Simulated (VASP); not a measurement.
OSZICAR of a VASP run on Ga35N36:

File OSZICAR:
```
...
DAV:   1    -0.413803236732E+03   -0.40773E-02   -0.27574E+00   360   0.364E+00    0.273E-01
RMM:   2    -0.413806494969E+03   -0.32582E-02   -0.42563E-02   360   0.407E-01    0.135E-01
RMM:   3    -0.413807005857E+03   -0.51089E-03   -0.86644E-03   395   0.155E-01    0.100E-01
RMM:   4    -0.413806832330E+03    0.17353E-03   -0.13674E-03   363   0.716E-02    0.390E-02
RMM:   5    -0.413806827505E+03    0.48248E-05   -0.33215E-04   380   0.360E-02    0.270E-02
RMM:   6    -0.413806818530E+03    0.89759E-05   -0.23659E-04   357   0.238E-02    0.147E-02
RMM:   7    -0.413806815641E+03    0.28882E-05   -0.26469E-05   240   0.107E-02
  12 F= -.41380682E+03 E0= -.41380682E+03  d E =-.765710E-02
       N       E                     dE             d eps       ncg     rms          rms(c)
DAV:   1    -0.413806901720E+03   -0.83191E-04   -0.18363E-01   384   0.939E-01    0.721E-02
RMM:   2    -0.413807120328E+03   -0.21861E-03   -0.28709E-03   360   0.105E-01    0.347E-02
RMM:   3    -0.413807156835E+03   -0.36508E-04   -0.59727E-04   391   0.406E-02    0.260E-02
RMM:   4    -0.413807146183E+03    0.10652E-04   -0.92723E-05   314   0.188E-02    0.109E-02
RMM:   5    -0.413807146141E+03    0.42095E-07   -0.26901E-05   234   0.976E-03
  13 F= -.41380715E+03 E0= -.41380715E+03  d E =-.798760E-02
       N       E                     dE             d eps       ncg     rms          rms(c)
DAV:   1    -0.413808243477E+03   -0.10973E-02   -0.28017E+00   360   0.376E+00    0.259E-01
RMM:   2    -0.413811540169E+03   -0.32967E-02   -0.40925E-02   360   0.398E-01    0.121E-01
RMM:   3    -0.413811911635E+03   -0.37147E-03   -0.71435E-03   387   0.151E-01    0.909E-02
RMM:   4    -0.413811709255E+03    0.20238E-03   -0.10324E-03   363   0.658E-02    0.352E-02
RMM:   5    -0.413811699972E+03    0.92833E-05   -0.30685E-04   364   0.350E-02    0.175E-02
RMM:   6    -0.413811703572E+03   -0.35998E-05   -0.12177E-04   342   0.191E-02    0.102E-02
RMM:   7    -0.413811702638E+03    0.93367E-06   -0.16914E-05   225   0.823E-03
  14 F= -.41381170E+03 E0= -.41381170E+03  d E =-.455650E-02
       N       E                     dE             d eps       ncg     rms          rms(c)
DAV:   1    -0.413811717206E+03   -0.13635E-04   -0.70838E-02   408   0.598E-01    0.426E-02
RMM:   2    -0.413811802634E+03   -0.85427E-04   -0.10601E-03   360   0.640E-02    0.195E-02
RMM:   3    -0.413811812696E+03   -0.10062E-04   -0.18698E-04   335   0.246E-02    0.148E-02
RMM:   4    -0.413811808078E+03    0.46178E-05   -0.28046E-05   236   0.109E-02
  15 F= -.41381181E+03 E0= -.41381181E+03  d E =-.466194E-02
       N       E                     dE             d eps       ncg     rms          rms(c)
DAV:   1    -0.413812751288E+03   -0.93859E-03   -0.12449E+00   360   0.238E+00    0.173E-01
RMM:   2    -0.413814044246E+03   -0.12930E-02   -0.17691E-02   360   0.256E-01    0.856E-02
RMM:   3    -0.413814186897E+03   -0.14265E-03   -0.32962E-03   393   0.984E-02    0.631E-02
RMM:   4    -0.413814104737E+03    0.82161E-04   -0.46281E-04   362   0.427E-02    0.236E-02
RMM:   5    -0.413814102827E+03    0.19097E-05   -0.14865E-04   352   0.231E-02    0.119E-02
RMM:   6    -0.413814104502E+03   -0.16755E-05   -0.58205E-05   269   0.123E-02
  16 F= -.41381410E+03 E0= -.41381410E+03  d E =-.229642E-02
       N       E                     dE             d eps       ncg     rms          rms(c)
DAV:   1    -0.413814105502E+03   -0.26755E-05   -0.17290E-03   408   0.889E-02    0.721E-03
RMM:   2    -0.413814107891E+03   -0.23891E-05   -0.27657E-05   230   0.101E-02    0.388E-03
RMM:   3    -0.413814108244E+03   -0.35248E-06   -0.47815E-06   199   0.421E-03    0.251E-03
RMM:   4    -0.413814108256E+03   -0.11758E-07   -0.11362E-06   141   0.223E-03
  17 F= -.41381411E+03 E0= -.41381411E+03  d E =-.230018E-02
       N       E                     dE             d eps       ncg     rms          rms(c)
DAV:   1    -0.413814537364E+03   -0.42912E-03   -0.95800E-01   360   0.208E+00    0.149E-01
RMM:   2    -0.413815663310E+03   -0.11259E-02   -0.13788E-02   360   0.223E-01    0.741E-02
RMM:   3    -0.413815826850E+03   -0.16354E-03   -0.26892E-03   393   0.848E-02    0.541E-02
RMM:   4    -0.413815776799E+03    0.50052E-04   -0.33255E-04   364   0.361E-02    0.212E-02
RMM:   5    -0.413815775395E+03    0.14037E-05   -0.93635E-05   320   0.190E-02
  18 F= -.41381578E+03 E0= -.41381578E+03  d E =-.166714E-02
       N       E                     dE             d eps       ncg     rms          rms(c)
DAV:   1    -0.413815767423E+03    0.93763E-05   -0.77220E-02   384   0.591E-01    0.441E-02
RMM:   2    -0.413815867704E+03   -0.10028E-03   -0.12018E-03   360   0.671E-02    0.224E-02
RMM:   3    -0.413815882333E+03   -0.14630E-04   -0.23735E-04   342   0.256E-02    0.172E-02
RMM:   4    -0.413815877932E+03    0.44018E-05   -0.36147E-05   253   0.118E-02
  19 F= -.41381588E+03 E0= -.41381588E+03  d E =-.176968E-02
       N       E                     dE             d eps       ncg     rms          rms(c)
DAV:   1    -0.413815923653E+03   -0.41319E-04   -0.89909E-01   360   0.205E+00    0.146E-01
RMM:   2    -0.413816901245E+03   -0.97759E-03   -0.12817E-02   360   0.216E-01    0.701E-02
RMM:   3    -0.413817020549E+03   -0.11930E-03   -0.24619E-03   394   0.838E-02    0.539E-02
RMM:   4    -0.413816958655E+03    0.61894E-04   -0.36522E-04   361   0.372E-02    0.209E-02
RMM:   5    -0.413816955018E+03    0.36367E-05   -0.10914E-04   335   0.199E-02    0.120E-02
RMM:   6    -0.413816955142E+03   -0.12381E-06   -0.56828E-05   276   0.120E-02
  20 F= -.41381696E+03 E0= -.41381696E+03  d E =-.107721E-02
       N       E                     dE             d eps       ncg     rms          rms(c)
DAV:   1    -0.413816954390E+03    0.62830E-06   -0.24006E-04   376   0.338E-02    0.464E-03
RMM:   2    -0.413816954657E+03   -0.26736E-06   -0.71499E-06   217   0.557E-03    0.213E-03
RMM:   3    -0.413816954636E+03    0.20849E-07   -0.69396E-07   117   0.198E-03    0.134E-03
RMM:   4    -0.413816954580E+03    0.56611E-07   -0.17517E-07    79   0.152E-03
  21 F= -.41381695E+03 E0= -.41381695E+03  d E =-.107665E-02
       N       E                     dE             d eps       ncg     rms          rms(c)
DAV:   1    -0.413816981011E+03   -0.26374E-04   -0.49107E-01   368   0.153E+00    0.109E-01
RMM:   2    -0.413817515837E+03   -0.53483E-03   -0.69720E-03   361   0.163E-01    0.526E-02
RMM:   3    -0.413817593853E+03   -0.78016E-04   -0.13463E-03   397   0.628E-02    0.399E-02
RMM:   4    -0.413817565845E+03    0.28007E-04   -0.18677E-04   357   0.273E-02    0.151E-02
RMM:   5    -0.413817564749E+03    0.10966E-05   -0.50289E-05   279   0.141E-02
  22 F= -.41381756E+03 E0= -.41381756E+03  d E =-.610169E-03
       N       E                     dE             d eps       ncg     rms          rms(c)
DAV:   1    -0.413817563152E+03    0.26929E-05   -0.46658E-04   384   0.484E-02    0.532E-03
RMM:   2    -0.413817564530E+03   -0.13772E-05   -0.16371E-05   226   0.939E-03    0.375E-03
RMM:   3    -0.413817564605E+03   -0.75383E-07   -0.25707E-06   190   0.342E-03    0.287E-03
RMM:   4    -0.413817564596E+03    0.84001E-08   -0.65262E-07   101   0.185E-03
  23 F= -.41381756E+03 E0= -.41381756E+03  d E =-.610017E-03
       N       E                     dE             d eps       ncg     rms          rms(c)
DAV:   1    -0.413817424758E+03    0.13985E-03   -0.45149E-01   368   0.152E+00    0.106E-01
RMM:   2    -0.413817952550E+03   -0.52779E-03   -0.65509E-03   360   0.159E-01    0.488E-02
RMM:   3    -0.413818028424E+03   -0.75874E-04   -0.12416E-03   390   0.612E-02    0.359E-02
RMM:   4    -0.413818005643E+03    0.22781E-04   -0.16177E-04   361   0.261E-02    0.146E-02
RMM:   5    -0.413818004791E+03    0.85159E-06   -0.41431E-05   257   0.131E-02
  24 F= -.41381800E+03 E0= -.41381800E+03  d E =-.440195E-03
       N       E                     dE             d eps       ncg     rms          rms(c)
DAV:   1    -0.413818005566E+03    0.76707E-07   -0.24729E-03   416   0.113E-01    0.858E-03
RMM:   2    -0.413818007778E+03   -0.22122E-05   -0.32677E-05   242   0.112E-02    0.399E-03
RMM:   3    -0.413818007943E+03   -0.16517E-06   -0.48791E-06   198   0.422E-03    0.190E-03
RMM:   4    -0.413818007905E+03    0.38101E-07   -0.73034E-07    94   0.187E-03
  25 F= -.41381801E+03 E0= -.41381801E+03  d E =-.443309E-03
       N       E                     dE             d eps       ncg     rms          rms(c)
DAV:   1    -0.413817984558E+03    0.23386E-04   -0.32430E-01   368   0.128E+00    0.881E-02
RMM:   2    -0.413818343971E+03   -0.35941E-03   -0.46323E-03   360   0.135E-01    0.429E-02
RMM:   3    -0.413818384422E+03   -0.40451E-04   -0.84188E-04   387   0.515E-02    0.298E-02
RMM:   4    -0.413818367985E+03    0.16437E-04   -0.11691E-04   345   0.223E-02    0.106E-02
RMM:   5    -0.413818368780E+03   -0.79463E-06   -0.34158E-05   244   0.113E-02
  26 F= -.41381837E+03 E0= -.41381837E+03  d E =-.360875E-03
       N       E                     dE             d eps       ncg     rms          rms(c)
DAV:   1    -0.413818368354E+03   -0.36873E-06   -0.29523E-03   408   0.122E-01    0.907E-03
RMM:   2    -0.413818370766E+03   -0.24120E-05   -0.37182E-05   241   0.120E-02    0.417E-03
RMM:   3    -0.413818370874E+03   -0.10791E-06   -0.56117E-06   208   0.453E-03    0.222E-03
RMM:   4    -0.413818370751E+03    0.12273E-06   -0.70625E-07   110   0.199E-03
  27 F= -.41381837E+03 E0= -.41381837E+03  d E =-.362846E-03
```

Problem. Which electronic solver shows in the log?

Solution. It is blocked Davidson (ALGO = Normal, or the opening steps of other solvers) and then RMM-DIIS (ALGO = Fast or VeryFast). The INCAR had ALGO = Fast.

Problem. Can the final energy be trusted as converged?

Solution. Self-consistency was reached. It stopped with EDIFF = 1E-5, NELM = 100, NSW = 60 and EDIFFG = -0.03 after 27 ionic steps (PBE GGA, plane waves, VASP's PBE PAW potentials (set 64)).  The cell is charged, with a uniform compensating background. The supercell is sampled at Γ alone, which is coarse: total energies, pressure and levels can be off, energies of defects by several tenths of an eV.

The cell is a supercell with a defect, built from GaN (wurtzite): vac_Ga, charge -3. The run is not spin-polarised, so no state with unpaired spins was tried.
